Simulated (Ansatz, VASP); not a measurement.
# ZrSeBr in two plane-wave programs, part 2 of 2

Wanted: the spread between two codes on one cell, functional and k mesh. The cell is invented: other elements were put on sites of a known structure type. It may not be a known or stable phase. The cell is taken from a series of VASP runs on this material, whose earlier steps may have relaxed, scaled or displaced it; both programs get it as it stands. Valence electrons are named where the data sets of a main pair hold unlike numbers.

VASP 6.6.1 and Ansatz 0.2.0.

So far: Starting point; Ansatz: band structure, BLYP; VASP: band structure, BLYP; Side by side.

**5. VASP: electric field gradients, BLYP**

Level of this step: BLYP; plane waves and PAW (Zr_sv, Se, Br); invented cell (VASP).

Field gradients test the density near the nuclei, where the PAW reconstruction matters most.

Input file INCAR:

```
SYSTEM = ZrSeBr
PREC = Accurate
ENCUT = 400
EDIFF = 1E-07
NELM = 100
ISMEAR = 0
SIGMA = 0.05
LREAL = .FALSE.
ALGO = Normal
GGA = B5
ALDAX = 1
AGGAX = 1
AGGAC = 1
ALDAC = 0
NBANDS = 18
LORBIT = 11
LWAVE = .FALSE.
LCHARG = .FALSE.
LEFG = .TRUE.
LASPH = .TRUE.
```

Input file POSCAR:

```
ZrSeBr
1.0
    5.0760089739      0.0000000000      0.0000000000
   -2.5380044870      4.3959527212      0.0000000000
    0.0000000000      0.0000000000      3.2121108523
Zr Se Br
1 1 1
Direct
    0.0000000000      0.0000000000      0.5000000000
    0.3333333300      0.6666666700      0.0000000000
    0.6666666700      0.3333333300      0.0000000000
```

Input file KPOINTS:

```
Automatic mesh
0
Gamma
5 5 7
0 0 0
```

Potentials, in the order of the species: Zr_sv, Se and Br (PBE family, release 64).

On the command line:

```console
$ mpirun -np 1 vasp_std
```

Numbers of over 12 decimals in the logs are rounded to 6 here.

Output:

```text
[banner, memory and clock lines left out]
running    1 mpi-ranks, on    1 nodes
[...]
[... a notice as in an earlier step ...]

 LDA part: xc-table for (Slater(with rela. corr.)+VWN5), standard interpolation
 POSCAR, INCAR and KPOINTS ok, starting setup
[...]
entering main loop
       N       E                     dE             d eps       ncg     rms          rms(c)
DAV:   1     0.150531268968E+03    0.15053E+03   -0.10764E+04   720   0.102E+03
DAV:   2    -0.266529364801E+01   -0.15320E+03   -0.14962E+03   968   0.262E+02
DAV:   3    -0.135257082886E+02   -0.10860E+02   -0.10731E+02  1228   0.590E+01
DAV:   4    -0.137865250152E+02   -0.26082E+00   -0.25631E+00   936   0.829E+00
[...]
DAV:  16    -0.117067547474E+02   -0.45899E-06   -0.81729E-07   720   0.459E-03    0.368E-03
DAV:  17    -0.117067543679E+02    0.37953E-06   -0.62109E-07   616   0.314E-03    0.111E-03
DAV:  18    -0.117067543375E+02    0.30414E-07   -0.70183E-08   366   0.129E-03
ion   1
[...]
0.0000000    -0.0000000    -0.0000000    41.1665653     0.0000000     0.0000000
     0.0000499    -0.0000000    -0.0000000    41.1647772     0.0000000     0.0000000
     0.0000687    -0.0000000    -0.0000000    41.1637775     0.0000000     0.0000000
     0.0000946    -0.0000000    -0.0000000    41.1621589     0.0000000     0.0000000
     0.0001302    -0.0000000    -0.0000000    41.1595514     0.0000000     0.0000000

ion   3
     0.0000000    -0.0000000     0.0000000     2.3754146     0.0000000     0.0000000
     0.0000501    -0.0000000     0.0000000     2.3754146     0.0000000     0.0000000
     0.0000689    -0.0000000     0.0000000     2.3754146     0.0000000     0.0000000
     0.0000949    -0.0000000     0.0000000     2.3754146     0.0000000     0.0000000
     0.0001307    -0.0000000     0.0000000     2.3754145     0.0000000     0.0000000

     0.0000000    -0.0000000     0.0000000   117.3741806     0.0000000     0.0000000
     0.0000501    -0.0000000     0.0000000   117.3685017     0.0000000     0.0000000
     0.0000689    -0.0000000     0.0000000   117.3653246     0.0000000     0.0000000
     0.0000949    -0.0000000     0.0000000   117.3601784     0.0000000     0.0000000
     0.0001307    -0.0000000     0.0000000   117.3518833     0.0000000     0.0000000

   1 F= -.11706754E+02 E0= -.11704478E+02  d E =-.455268E-02
```

From OUTCAR (step 5):

```text
  Total        0.0157201      0.0157201     -0.0074271     -0.0000000     -0.0000000      0.0000000
  in kB        0.3513975      0.3513975     -0.1660203     -0.0000000     -0.0000000      0.0000000
  external PRESSURE =       0.1789249 kB  Pullay stress =       0.0000000 kB

 POSITION                                       TOTAL-FORCE (eV/Angst)
 -----------------------------------------------------------------------------------
      0.00000      0.00000      1.60606        -0.000000     -0.000000      0.000000
     -0.00000      2.93064      0.00000         0.000000      0.000000      0.000000
      2.53800      1.46532      0.00000        -0.000000     -0.000000      0.000000
 -----------------------------------------------------------------------------------
    total drift:                               -0.000007      0.000004     -0.000000

  FREE ENERGIE OF THE ION-ELECTRON SYSTEM (eV)
  ---------------------------------------------------
  free  energy   TOTEN  =       -11.7067543375 eV

  energy  without entropy=      -11.7022016608  energy(sigma->0) =      -11.70447800

[... 1 part as in an earlier step ...]

[... 2 further parts left out ...]
[key lines of the parts left out:]
E-fermi :   6.9913
```

The run ends at a pressure of 0.02 GPa.

**6. Ansatz: electric field gradients, BLYP**

The same cell, functional (in two slightly different forms), mesh and smearing now go to Ansatz, which takes its cutoff from its data sets.

The cell is taken from a series of VASP runs on this material, whose earlier steps may have relaxed, scaled or displaced it; both programs get it as it stands.

Input file input.yaml:

```yaml
crystal:
  lattice:
    - [5.0760089739, 0.0, 0.0]
    - [-2.538004487, 4.3959527212, 0.0]
    - [0.0, 0.0, 3.2121108523]
  atoms:
    - { symbol: Zr, position: [0.0, 0.0, 0.5] }
    - { symbol: Se, position: [0.33333333, 0.66666667, 0.0] }
    - { symbol: Br, position: [0.66666667, 0.33333333, 0.0] }
hamiltonian:
  xc: blyp
  pseudopotentials: { kind: paw, azcp: { folder: soft_1 } }
kpoints:
  mp_grid: { grid: [5, 5, 7] }
scf:
  occupations: { method: gaussian, width: 0.05 }
  n_extra_bands: 4
output:
  forces: true
  stress: true
  eigenvalues: true
  efg: {}
  write_density: true
  write_potential: true
  elf: true
  volumetric_format: npy
```

On the command line:

```console
$ ansatz run input.yaml --threads 2 --pin off --max-ram 4608MiB --backend cpu --events-out ev --progress --plain --runs-dir out
```

Output:

```text
[...]
Zr: output.efg is read without spin–orbit coupling, which moves field gradients at and beside such atoms by some per cent and up to a factor of two; PAW files take it under magnetization.noncollinear and magnetization.spin_orbit
[...]
Crystal: 3 atoms, lattice volume = 71.675 Å³
[...]
--- Band table (eV; the first three rows and the last of 20) ---
  k-point 0: bands = [... 14 lower, 8.3166, 8.5555, 8.7802, 11.6522, 11.8122, 12.3300, 12.3300, 12.4427]
  k-point 1: bands = [... 14 lower, 8.2464, 8.2464, 9.2101, 10.4131, 12.0422, 12.0422, 12.4402, 12.4402]
  k-point 2: bands = [... 14 lower, 8.0555, 8.0555, 8.5900, 10.9915, 11.3905, 11.3905, 12.5220, 12.5220]
  k-point 19: bands = [... 14 lower, 6.6861, 8.3067, 10.9046, 11.1214, 11.3370, 11.4705, 11.9131, 12.0860]
[key lines of the parts left out:]
SCF converged after 11 iterations
Free energy (F): -12471.469945 eV
Fermi energy:    10.941534 eV
P = ⅓ Tr σ = 0.0018 GPa (0.018 kbar)
```

Elapsed: 7.3 s, on 2 threads of Arm Neoverse N1, shared host; peak memory 0.42 GiB.

The run ends at a pressure of 0.00 GPa.

**7. Differences**

What differs besides the data sets and the points named for the pairs above, as far as they apply: Ansatz adds the response of the frozen cores to the gradients, VASP leaves it out; the data sets hold 35 valence electrons in Ansatz (on its PAW soft_1 files) and 25 in VASP. Total energies have different zeros and are not compared.

Both answers:

| quantity | Ansatz | VASP | difference |
| --- | --- | --- | --- |
| pressure (GPa) | 0.00 | 0.02 | -0.02 |
| Vzz at Zr1 (V/Å²) | -65.3 | -54.4 | -10.9 |
| Vzz at Se2 (V/Å²) | -55.0 | -52.3 | -2.7 |
| Vzz at Br3 (V/Å²) | -153.0 | -148.0 | -5.0 |

Ansatz's pressure holds a Pulay correction of 0.01 GPa; VASP's holds none.

**8. Further runs**

Further runs change the set-up of one program: Ansatz's method, potentials or start, or VASP's data sets, cutoff or form of LDA. The table gives Ansatz less VASP for each quantity, since a change that brings one quantity closer may part another.

| run | pressure (GPa) | Vzz at Zr1 (V/Å²) | Vzz at Se2 (V/Å²) | Vzz at Br3 (V/Å²) |
| --- | --- | --- | --- | --- |
| as above | -0.016 | -11 | -2.7 | -5.0 |
| cores kept as stored | -0.0053 | -6.9 | -0.78 | 0.99 |

**9. Summary of results**

```json
{"r.m.s. difference of levels near the Fermi level (band structure, BLYP)": "7.1 meV", "difference in Vzz at Zr1 (electric field gradients, BLYP)": "-11 V/Å²"}
```

What this shows: The r.m.s. difference of levels near the Fermi level is 7.1 meV (band structure, BLYP), within the 80 meV picked in this series as the mark of a large difference. The data sets hold unlike numbers of valence electrons (35 in Ansatz and 25 in VASP), so part of the differences comes from the potentials. Electric field gradients, BLYP, cores kept as stored: the difference in pressure goes from -0.016 to -0.0053 GPa; the difference in Vzz at Zr1 goes from -11 to -6.9 V/Å²; the difference in Vzz at Se2 goes from -2.7 to -0.78 V/Å²; the difference in Vzz at Br3 goes from -5.0 to 0.99 V/Å². 1 further run of this series is not shown here. Such differences can come from data sets, numerical settings and the points named under the comparisons, not from the functional's error against experiment.

[Lines on the potential files, build, host, timing and source positions are cut from VASP's logs without a mark.]

[Logs are printed without paths, hosts, clocks, repeated set-up lines and the standing remarks that a program may print on its own settings, such as how far it seeks lower states.]

[Hosts, paths, dates, database ids (printed as entryN), source tags and the programs' standing remarks are cut or masked in the printed files.]
